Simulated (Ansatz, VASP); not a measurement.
**One calculation of Si, two programs**

```
Si
1.0
     0.00000    2.71708    2.71708
     2.71708    0.00000    2.71708
     2.71708    2.71708    0.00000
Si
2
Cartesian
  0.0000 0.0000 0.0000
  1.3585 1.3585 1.3585
```

Alike in both runs: functional PBEsol; k mesh 12 × 12 × 12; occupations gaussian, width 0.02 eV; no spin polarisation.

Ansatz relaxed the structure, and its values are those at the end. VASP's run is a single point on that final structure, the one shown.

|  | VASP | Ansatz |
| --- | --- | --- |
| version | VASP 6.6.1 | Ansatz 0.2.0 |
| potentials or method | VASP PAW PBE potentials, release 64 (Si) | scalar-relativistic, plane waves, PAW |
| plane-wave cutoff (eV) | 520 | 420 |
| valence electrons in the cell | 8 | 8 |

```tsv
	VASP	Ansatz	Ansatz less VASP
gap on the k mesh at the Fermi level (eV)	0.46	0.46	+0.005
least direct gap on the mesh (eV)	2.52	2.52	+0.002
pressure (GPa)	0.1	0.0	-0.11
```

Caveats: the PAW data sets were made with another functional, which shifts forces and pressure a little (VASP).
